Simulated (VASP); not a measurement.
## VASP 6.6.1 run: BaTlBr3

INCAR

```
ALGO = Fast
LASPH = .TRUE.
NBANDS = 30
ISMEAR = -1
SIGMA = 0.02
LCHARG = .FALSE.
ISIF = 2
LREAL = .FALSE.
IBRION = -1
ENCUT = 520
EDIFF = 1E-7
PREC = Accurate
GGA = PE
NSW = 0
LWAVE = .FALSE.
NELM = 120
```

KPOINTS

```
KPOINTS created by Atomic Simulation Environment
0
Gamma
3 3 3
0 0 0
```

POSCAR

```
Tl Ba Br
 1.0000000000000000
     6.2293863488553747    0.0000000000000000   -0.0000000000000000
    -0.0000000000000000    6.2293863488553747   -0.0000000000000000
    -0.0000000000000000   -0.0000000000000000    6.2293863488553747
 Tl  Ba  Br
   1   1   3
Cartesian
  0.0000000000000000  0.0000000000000000  0.0000000000000000
  3.1146931744276873  3.1146931744276873  3.1146931744276873
  3.1146931744276873  3.1146931744276873 -0.0000000000000000
  3.1146931744276873  0.0000000000000000  3.1146931744276873
 -0.0000000000000000  3.1146931744276873  3.1146931744276873
```

The recommended PBE PAW datasets give the neutral cell 44 valence electrons.

Command

```
mpirun -np 1 vasp_std
```

**Question.** Predict the outcome of this run.

**Answer.** It converged. Results: gap between bands v and c on the k mesh 3.27 eV; least direct gap on the k mesh 3.34 eV; pressure 0.6 GPa. Band v is the last that the valence electrons fill when counted band by band, and c is the next.

OSZICAR

```
N       E                     dE             d eps       ncg     rms          rms(c)
DAV:   1     0.307250306216E+03    0.30725E+03   -0.18254E+04   240   0.120E+03
DAV:   2     0.104028256371E+02   -0.29685E+03   -0.28956E+03   344   0.239E+02
DAV:   3    -0.171929966416E+02   -0.27596E+02   -0.27460E+02   296   0.714E+01
DAV:   4    -0.180567091296E+02   -0.86371E+00   -0.86237E+00   350   0.109E+01
DAV:   5    -0.180619149123E+02   -0.52058E-02   -0.52044E-02   306   0.893E-01    0.502E+00
RMM:   6    -0.170274591781E+02    0.10345E+01   -0.10263E+00   256   0.316E+00    0.310E+00
RMM:   7    -0.165983869037E+02    0.42907E+00   -0.14346E+00   290   0.356E+00    0.135E+00
RMM:   8    -0.165509253103E+02    0.47462E-01   -0.24422E-01   283   0.189E+00    0.508E-01
RMM:   9    -0.165373766034E+02    0.13549E-01   -0.30008E-02   290   0.744E-01    0.393E-01
RMM:  10    -0.165373384477E+02    0.38156E-04   -0.20075E-02   310   0.432E-01    0.116E-01
RMM:  11    -0.165372151785E+02    0.12327E-03   -0.31462E-03   296   0.219E-01    0.747E-02
RMM:  12    -0.165372773093E+02   -0.62131E-04   -0.93047E-04   324   0.990E-02    0.348E-02
RMM:  13    -0.165373009454E+02   -0.23636E-04   -0.30930E-04   334   0.472E-02    0.129E-02
RMM:  14    -0.165373183613E+02   -0.17416E-04   -0.98539E-05   321   0.284E-02    0.791E-03
RMM:  15    -0.165373239451E+02   -0.55838E-05   -0.42042E-05   340   0.162E-02    0.295E-03
RMM:  16    -0.165373260164E+02   -0.20713E-05   -0.17131E-05   331   0.794E-03    0.245E-03
RMM:  17    -0.165373268837E+02   -0.86730E-06   -0.77402E-06   307   0.535E-03    0.336E-04
RMM:  18    -0.165373272735E+02   -0.38974E-06   -0.36518E-06   223   0.297E-03    0.173E-04
RMM:  19    -0.165373274638E+02   -0.19032E-06   -0.17206E-06   208   0.198E-03    0.241E-04
RMM:  20    -0.165373275450E+02   -0.81207E-07   -0.83811E-07   170   0.130E-03
   1 F= -.16537328E+02 E0= -.16537328E+02  d E =-.273116E-10
```

These settings aren't sound, so the numbers aren't properties of the crystal.

On sound settings PBE gives a gap of 2.98 eV on its mesh and a pressure of 0.6 GPa for the intended cell.
